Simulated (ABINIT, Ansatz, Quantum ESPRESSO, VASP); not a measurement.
## One structure in several programs: ScIr₃ (Pm-3m, 4 atoms in the cell)

Self-consistent single point.

```
CELL_PARAMETERS angstrom
      3.84833     0.00000     0.00000
      0.00000     3.84833     0.00000
      0.00000     0.00000     3.84833
ATOMIC_POSITIONS crystal
  Sc 0.00000 0.00000 0.00000
  Ir 0.00000 0.50000 0.50000
  Ir 0.50000 0.00000 0.50000
  Ir 0.50000 0.50000 0.00000
```

All programs got the same cell, k-point mesh and kind of occupations (in Ansatz's words: kpoints.mp_grid.grid = 6 6 6; scf.occupations.method = fermi_dirac; scf.occupations.width = 0.136 eV); potentials, basis and cutoffs are each program's usual ones.

```tsv
code	model	pressure (GPa)	cutoff
ABINIT	LDA (PW92), norm-conserving pseudopotentials (PseudoDojo nc-sr-04 LDA standard)	5.05	1061 eV
VASP	LDA (PZ), VASP's LDA PAW potentials (set 64)	6.68	300 eV
Ansatz	LDA (PW92), PAW files made with PBE	5.47	420 eV
Quantum ESPRESSO	LDA (PZ), GBRV 1.5 ultrasoft (LDA) pseudopotentials	5.42	50 Ry
```

The spread over the programs that give each value: pressure within 1.63 GPa.

The starting cell comes from a database of computed structures (which also holds hypothetical and non-ambient phases and stackings), without a prior relaxation at this level. Its lattice was rescaled by a random factor within 2.5 % of one. On Ansatz's run: Spin-orbit coupling is off. Spin polarisation is off. In the base run, with a pressure of about 6 GPa the cell is away from its equilibrium volume at this level.

**Question.** Why do the programs differ, and what cannot be compared?

**Answer.** Differences of this kind can come from the potentials, where these differ, and from what each basis and cutoff leave unconverged. The valence holds different numbers of electrons (ABINIT 62, VASP 38, Ansatz (a first-principles code) 62, Quantum ESPRESSO 56). The zero of total energies and Fermi levels follows the potentials and each program's conventions, so they are not compared here. Ansatz's pressure is given at a fixed set of plane waves, as the other plane-wave codes print theirs; with its correction for the finite basis it is 5.51 GPa. The same LDA comes in different parametrisations, which differ slightly. In the pressure, VASP (by 1.23) lies more than 1 GPa from the median of the plane-wave programs.

VASP's run is marked for a possible Pulay error in its stress at this cutoff; no cutoff test was made.

Left out of this page: GPAW, CP2K, Elk, FLEUR and SIESTA (not drawn, or without a comparable value).

Keys are those of Ansatz 0.2.
